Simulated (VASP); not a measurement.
# InGaO2 (P4_12_12) in VASP: density of states with PBE

Aim: the density of states of InGaO2 with PBE.

Program: VASP 6.6.1. These are calculated values, not measurements. Logs are shortened: lines on timing, memory, paths and dates and some standing lists are left out, and cuts for length are marked.

## (1) Starting point

The structure is tetragonal, space group P4_12_12 (No. 92). Conventional cell: a = 5.724 Å, b = 5.724 Å, c = 8.383 Å, α = 90.00°, β = 90.00°, γ = 90.00°. In (site symmetry 2) has 2 O at 2.39 Å as nearest neighbours. Around Ga (site symmetry 2) lie 4 O at 1.87 to 1.89 Å. O (site symmetry 1) is surrounded by 2 Ga at 1.87 to 1.89 Å.

The cell was built by a generator and needn't be a form met in nature.

## (2) Density of states, PBE

POSCAR reads:

```
InGaO2
1.0
    5.7238100000      0.0000000000      0.0000000000
    0.0000000000      5.7238100000      0.0000000000
    0.0000000000      0.0000000000      8.3835000000
In Ga O
4 4 8
Direct
    0.3192980000      0.6807020000      0.7500000000
    0.6807020000      0.3192980000      0.2500000000
    0.1807020000      0.1807020000      0.5000000000
    0.8192980000      0.8192980000      0.0000000000
    0.2143780000      0.2143780000      0.0000000000
    0.7143780000      0.2856220000      0.7500000000
    0.2856220000      0.7143780000      0.2500000000
    0.7856220000      0.7856220000      0.5000000000
    0.2875040000      0.4046210000      0.1736570000
    0.4046210000      0.2875040000      0.8263430000
    0.7875040000      0.0953790000      0.5763430000
    0.9046210000      0.2124960000      0.9236570000
    0.2124960000      0.9046210000      0.0763430000
    0.0953790000      0.7875040000      0.4236570000
    0.5953790000      0.7124960000      0.3263430000
    0.7124960000      0.5953790000      0.6736570000
```

INCAR.step1 reads:

```
SYSTEM = InGaO2
PREC = Accurate
ENCUT = 520
EDIFF = 1E-6
ISMEAR = 0
SIGMA = 0.03
LREAL = .FALSE.
LASPH = .TRUE.
NELM = 100
ALGO = Fast
ISIF = 2
LWAVE = .FALSE.
LCHARG = .TRUE.
GGA = PE
NBANDS = 90
KPAR = 8
```

KPOINTS.step1 reads:

```
regular mesh
0
G
  4 4 4
  0 0 0
```

INCAR.step2 reads:

```
SYSTEM = InGaO2
PREC = Accurate
ENCUT = 520
EDIFF = 1E-6
ISMEAR = -5
SIGMA = 0.03
LREAL = .FALSE.
LASPH = .TRUE.
NELM = 100
ALGO = Fast
ISIF = 2
LWAVE = .FALSE.
LCHARG = .FALSE.
GGA = PE
LORBIT = 10
NBANDS = 90
KPAR = 8
NEDOS = 2001
ICHARG = 11
```

KPOINTS.step2 reads:

```
regular mesh
0
G
  6 6 6
  0 0 0
```

Potentials or basis: VASP PAW PBE potentials, release 64 (In_d, Ga_d, O).

The run is started by

```bash
cat potpaw_PBE.64/In_d/POTCAR potpaw_PBE.64/Ga_d/POTCAR potpaw_PBE.64/O/POTCAR > POTCAR
cp INCAR.step1 INCAR
cp KPOINTS.step1 KPOINTS
mpirun -np 8 vasp_std > vasp.out
cp INCAR.step2 INCAR
cp KPOINTS.step2 KPOINTS
mpirun -np 8 vasp_std > vasp.out
```

OUTCAR:

```text
SYSTEM = InGaO2
   PREC = Accurate
   ENCUT = 520
   EDIFF = 1E-6
   ISMEAR = -5
   LREAL = .FALSE.
   LASPH = .TRUE.
   NELM = 100
   ISIF = 2
   GGA = PE
   LORBIT = 10
   ICHARG = 11

 ion  position               nearest neighbor table
   1  0.319  0.681  0.750-  10 2.39  16 2.39   6 3.20   5 3.45   8 3.45   4 3.63   3 3.63   3 3.63
                             4 3.63
   2  0.681  0.319  0.250-   9 2.39  15 2.39   7 3.20   5 3.45   8 3.45   4 3.63   3 3.63   4 3.63
                             3 3.63
   3  0.181  0.181  0.500-  11 2.39  14 2.39   8 3.20   7 3.45   6 3.45   2 3.63   1 3.63   1 3.63
                             2 3.63
   4  0.819  0.819  0.000-  12 2.39  13 2.39   5 3.20   6 3.45   7 3.45   2 3.63   1 3.63   2 3.63
                             1 3.63
   5  0.214  0.214  0.000-   9 1.87  10 1.87  12 1.89  13 1.89   4 3.20   2 3.45   1 3.45
   6  0.714  0.286  0.750-  11 1.87  12 1.87  10 1.89  16 1.89   1 3.20   4 3.45   3 3.45
   7  0.286  0.714  0.250-  14 1.87  13 1.87   9 1.89  15 1.89   2 3.20   4 3.45   3 3.45
   8  0.786  0.786  0.500-  15 1.87  16 1.87  11 1.89  14 1.89   3 3.20   2 3.45   1 3.45
   9  0.288  0.405  0.174-   5 1.87   7 1.89   2 2.39
  10  0.405  0.288  0.826-   5 1.87   6 1.89   1 2.39
  11  0.788  0.095  0.576-   6 1.87   8 1.89   3 2.39
  12  0.905  0.212  0.924-   6 1.87   5 1.89   4 2.39
  13  0.212  0.905  0.076-   7 1.87   5 1.89   4 2.39
  14  0.095  0.788  0.424-   7 1.87   8 1.89   3 2.39
  15  0.595  0.712  0.326-   8 1.87   7 1.89   2 2.39
  16  0.712  0.595  0.674-   8 1.87   6 1.89   1 2.39

  LATTYP: Found a simple tetragonal cell.
 ALAT       =     5.7238100000
 C/A-ratio  =     1.4646712592

  Lattice vectors:

 A1 = (   5.7238100000,   0.0000000000,   0.0000000000)
 A2 = (   0.0000000000,   5.7238100000,   0.0000000000)
 A3 = (   0.0000000000,   0.0000000000,   8.3835000000)

Analysis of symmetry for initial positions (statically):
=====================================================================
 Subroutine PRICEL returns:
 Original cell was already a primitive cell.

 Routine SETGRP: Setting up the symmetry group for a
 simple tetragonal supercell.

 Subroutine GETGRP returns: Found  8 space group operations
 (whereof  2 operations were pure point group operations)
 out of a pool of 16 trial point group operations.

The static configuration has the point symmetry C_2 .
 The point group associated with its full space group is D_4 .

Analysis of symmetry for dynamics (positions and initial velocities):
=====================================================================
 Subroutine PRICEL returns:
 Original cell was already a primitive cell.

 Routine SETGRP: Setting up the symmetry group for a
 simple tetragonal supercell.

 Subroutine GETGRP returns: Found  8 space group operations
 (whereof  2 operations were pure point group operations)
 out of a pool of 16 trial point group operations.

The dynamic configuration has the point symmetry C_2 .
 The point group associated with its full space group is D_4 .

 Subroutine INISYM returns: Found  8 space group operations
 (whereof  2 operations are pure point group operations),
 and found     1 'primitive' translations

----------------------------------------------------------------------------------------

                                     Primitive cell

  volume of cell :     274.6602

  direct lattice vectors                    reciprocal lattice vectors
     5.723810000  0.000000000  0.000000000     0.174708804  0.000000000  0.000000000
     0.000000000  5.723810000  0.000000000     0.000000000  0.174708804  0.000000000
     0.000000000  0.000000000  8.383500000     0.000000000  0.000000000  0.119281923

  length of vectors
     5.723810000  5.723810000  8.383500000     0.174708804  0.174708804  0.119281923

  position of ions in fractional coordinates (direct lattice)
     0.319298000  0.680702000  0.750000000
     0.680702000  0.319298000  0.250000000
     0.180702000  0.180702000  0.500000000
     0.819298000  0.819298000  0.000000000
     0.214378000  0.214378000  0.000000000
     0.714378000  0.285622000  0.750000000
[... 8 lines left out ...]
     0.595379000  0.712496000  0.326343000
     0.712496000  0.595379000  0.673657000

  ion indices of the primitive-cell ions
   primitive index   ion index
                 1           1
                 2           2
                 3           3
                 4           4
                 5           5
                 6           6
[... 8 lines left out ...]
                15          15
                16          16

----------------------------------------------------------------------------------------

 KPOINTS: regular mesh

Automatic generation of k-mesh.
 Grid dimensions read from file:
 generate k-points for:    6    6    6

 Generating k-lattice:

  Cartesian coordinates                     Fractional coordinates (reciprocal lattice)
     0.029118134  0.000000000  0.000000000     0.166666667  0.000000000  0.000000000
     0.000000000  0.029118134  0.000000000     0.000000000  0.166666667  0.000000000
     0.000000000  0.000000000  0.019880320     0.000000000  0.000000000  0.166666667

  Length of vectors
     0.029118134  0.029118134  0.019880320

  Shift w.r.t. Gamma in fractional coordinates (k-lattice)
     0.000000000  0.000000000  0.000000000

 TETIRR: Found    324 inequivalent tetrahedra from     1296

 Subroutine IBZKPT returns following result:
 ===========================================

 Found     40 irreducible k-points:

 Following reciprocal coordinates:
            Coordinates               Weight
  0.000000  0.000000  0.000000      1.000000
  0.166667  0.000000  0.000000      4.000000
  0.333333  0.000000  0.000000      4.000000
  0.500000  0.000000  0.000000      2.000000
  0.166667  0.166667  0.000000      4.000000
  0.333333  0.166667  0.000000      8.000000
[... 16 lines left out ...]
  0.333333  0.000000  0.333333      8.000000
  0.500000  0.000000  0.333333      4.000000
 [... further k-points ...]
   k-points           NKPTS =     40   k-points in BZ     NKDIM =     40   number of bands    NBANDS=     90
   number of dos      NEDOS =   2001   number of ions     NIONS =     16
   total plane-waves  NPLWV = 147456
   dimension x,y,z NGX =    48 NGY =   48 NGZ =   64
   dimension x,y,z NGXF=    96 NGYF=   96 NGZF=  128
   ions per type =               4   4   8
   NGX,Y,Z   is equivalent  to a cutoff of  13.94, 13.94, 12.69 a.u.
   NGXF,Y,Z  is equivalent  to a cutoff of  27.88, 27.88, 25.38 a.u.
 SYSTEM =  InGaO2
   PREC   = accura    normal or accurate (medium, high low for compatibility)
   ISTART =      0    job   : 0-new  1-cont  2-samecut
   ICHARG =     11    charge: 1-file 2-atom 10-const
   ISPIN  =      1    spin polarized calculation?
   LNONCOLLINEAR =      F non collinear calculations
   LSORBIT =      F    spin-orbit coupling
   LASPH  =      T    aspherical Exc in radial PAW
   ENCUT  =  520.0 eV  38.22 Ry    6.18 a.u.  10.64 10.64 15.59*2*pi/ulx,y,z
   NELM   =    100;   NELMIN=  2; NELMDL=  0     # of ELM steps
   EDIFF  = 0.1E-05   stopping-criterion for ELM
   LREAL  =      F    real-space projection
   EDIFFG = 0.1E-04   stopping-criterion for IOM
   NSW    =      0    number of steps for IOM
   IBRION =     -1    ionic relax: 0-MD 1-quasi-New 2-CG
   NFREE  =      0    steps in history (QN), initial steepest desc. (CG)
   ISIF   =      2    stress and relaxation
   ISYM   =      2    0-nonsym 1-usesym 2-fastsym
   POTIM  = 0.5000    time-step for ionic-motion
   TEBEG  =    0.0;   TEEND  =   0.0 temperature during run
   PSTRESS=    0.0 pullay stress
   NELECT =     152.0000    total number of electrons
   NUPDOWN=      -1.0000    fix difference up-down
   EMIN   =  10.00;   EMAX   =-10.00  energy-range for DOS
   EFERMI =   0.00;   METHOD = LEGACY
   ISMEAR =    -5;   SIGMA  =   0.03  broadening in eV -4-tet -1-fermi 0-gaus
   EFERMI_NEDOS =   21; number of points for ismear=-14 and -15
   IALGO  =     68    algorithm
   IMIX   =      4    mixing-type and parameters
     AMIX     =   0.40;   BMIX     =  1.00
     AMIX_MAG =   1.60;   BMIX_MAG =  1.00
  volume/ion in A,a.u.               =      17.17       115.84
  Fermi-wavevector in a.u.,A,eV,Ry     =   1.344077  2.539937 24.579504  1.806543
  Thomas-Fermi vector in A             =   2.472099
   LORBIT       =     10    0 simple, 1 ext, 2 COOP (PROOUT), +10 PAW based schemes
   GGA     = PE    functional components
   LHFCALC =     F    Hartree Fock is set to
   AEXX    =    0.0000 exact exchange contribution
   IVDW    =     0    specifies the selected vdW correction
   LEPSILON=     F    determine dielectric tensor
   LRPA    =     F    only Hartree local field effects (RPA)
 non-spin polarized calculation
 RMM-DIIS sequential band-by-band and
 Fermi weights with tetrahedron method with Bloechl corrections
  energy-cutoff  :      520.00
  volume of cell :      274.66
 maximum number of plane-waves:      7430
 NGX is ok and might be reduce to    48

 number of electron     151.9999935 magnetization

 Free energy of the ion-electron system (eV)
  ---------------------------------------------------
  ext. energy  EPLUGINS =         0.00000000
  ---------------------------------------------------
  free energy    TOTEN  =       -82.86897520 eV

  energy without entropy =      -82.86897520  energy(sigma->0) =      -82.86897520

 E-fermi :   3.9007     XC(G=0):  -9.7579

 val. band max:        3.8990822045   @ k =   0.0000   0.0000   0.0000
 cond. band min:       5.5065445112   @ k =   0.3333   0.3333   0.3333
 fundamental gap:      1.6074623067
 Fermi energy:         3.9006617586

 k-point     1 :       0.0000    0.0000    0.0000
  band No.  band energies     occupation
      1     -15.0514      2.00000
      2     -14.7124      2.00000
      3     -14.7124      2.00000
      4     -14.4521      2.00000
      5     -14.3935      2.00000
      6     -14.3935      2.00000
[... 80 lines left out ...]
     87       9.2977      0.00000
     88      10.2472      0.00000

 k-point     2 :       0.1667    0.0000    0.0000
  band No.  band energies     occupation
      1     -15.0277      2.00000
      2     -14.7331      2.00000
      3     -14.6923      2.00000
      4     -14.4593      2.00000
      5     -14.4027      2.00000
      6     -14.3946      2.00000
[... 1991 lines left out ...]
     87       9.2874      0.00000
     88       9.6288      0.00000

 k-point    24 :       0.5000    0.0000    0.3333
  band No.  band energies     occupation
      1     -14.8740      2.00000
      2     -14.8740      2.00000
      3     -14.5734      2.00000
      4     -14.5734      2.00000
      5     -14.3886      2.00000
      6     -14.3886      2.00000
[... 80 lines left out ...]
     87       9.5791      0.00000
     88       9.6673      0.00000

 [... further k-points ...]

 [bands above 88 left out]

------------------------ aborting loop because EDIFF is reached ----------------------------------------

  FORCE on cell =-STRESS in cart. coord.  units (eV):
  Direction    XX          YY          ZZ          XY          YZ          ZX
  --------------------------------------------------------------------------------------
  -------------------------------------------------------------------------------------
  Total       -0.5999669     -0.5999669     -0.5917012      0.0000000      0.0000000      0.0000000
  in kB       -3.4997911     -3.4997911     -3.4515746      0.0000000      0.0000000      0.0000000
  external PRESSURE =      -3.4837189 kB  Pullay stress =       0.0000000 kB

 VOLUME and BASIS-vectors are now :
 -----------------------------------------------------------------------------
  energy-cutoff  :      520.00
  volume of cell :      274.66
      direct lattice vectors                 reciprocal lattice vectors
     5.723810000  0.000000000  0.000000000     0.174708804  0.000000000  0.000000000
     0.000000000  5.723810000  0.000000000     0.000000000  0.174708804  0.000000000
     0.000000000  0.000000000  8.383500000     0.000000000  0.000000000  0.119281923

 POSITION                                       TOTAL-FORCE (eV/Angst)
 -----------------------------------------------------------------------------------
      1.82760      3.89621      6.28763         0.007394     -0.007394      0.000000
      3.89621      1.82760      2.09587        -0.007394      0.007394      0.000000
      1.03430      1.03430      4.19175        -0.007394     -0.007394      0.000000
      4.68951      4.68951      0.00000         0.007394      0.007394      0.000000
      1.22706      1.22706      0.00000         0.003696      0.003696      0.000000
      4.08896      1.63485      6.28763         0.003696     -0.003696      0.000000
[... 8 lines left out ...]
      3.40784      4.07819      2.73590        -0.007757     -0.001237      0.001875
      4.07819      3.40784      5.64760        -0.001237     -0.007757     -0.001875
 -----------------------------------------------------------------------------------
    total drift:                               -0.000000      0.000000     -0.000000

  FREE ENERGIE OF THE ION-ELECTRON SYSTEM (eV)
  ---------------------------------------------------
  free  energy   TOTEN  =       -82.8689752035 eV

  energy  without entropy=      -82.8689752035  energy(sigma->0) =      -82.86897520

 total charge

# of ion       s       p       d       tot
------------------------------------------
    1        1.107   0.273   9.869  11.249
    2        1.107   0.273   9.869  11.249
    3        1.107   0.273   9.869  11.249
    4        1.107   0.273   9.869  11.249
    5        0.712   0.786  10.241  11.739
    6        0.712   0.786  10.241  11.739
[... 8 lines left out ...]
   15        1.559   3.453   0.000   5.012
   16        1.559   3.453   0.000   5.012
--------------------------------------------------
tot         19.748  31.861  80.440 132.049
```

Wall time 15 min (8 MPI ranks of AMD EPYC 7R13 (Zen 3), shared host); peak memory 0.84 GiB.

Results:

* Valence electrons inside the program's atomic spheres: In 11.25; Ga 11.74; O 5.01

States per cell in windows of 1 eV (zero at the valence-band top; states under -8 eV left out):
```
from (eV)  total  O9_p  O10_p  O11_p  O12_p  O13_p  O14_p
     -8.0   3.48  0.17   0.17   0.17   0.17   0.17   0.17
     -7.0   2.58  0.13   0.13   0.13   0.13   0.13   0.13
     -6.0   7.22  0.33   0.33   0.33   0.33   0.33   0.33
     -5.0   9.14  0.50   0.50   0.50   0.50   0.50   0.50
     -4.0   8.65  0.59   0.59   0.59   0.59   0.59   0.59
     -3.0  16.47  1.28   1.28   1.28   1.28   1.28   1.28
     -2.0   1.53  0.09   0.09   0.09   0.09   0.09   0.09
     -1.0   6.36  0.27   0.27   0.27   0.27   0.27   0.27
      0.0   0.00  0.00   0.00   0.00   0.00   0.00   0.00
      1.0   1.83  0.03   0.03   0.03   0.03   0.03   0.03
      2.0   3.77  0.07   0.07   0.07   0.07   0.07   0.07
      3.0   6.53  0.11   0.11   0.11   0.11   0.11   0.11
      4.0   5.31  0.10   0.10   0.10   0.10   0.10   0.10
      5.0   6.42  0.11   0.11   0.11   0.11   0.11   0.11
      6.0   3.52  0.06   0.06   0.06   0.06   0.06   0.06
      7.0   0.60  0.01   0.01   0.01   0.01   0.01   0.01
```
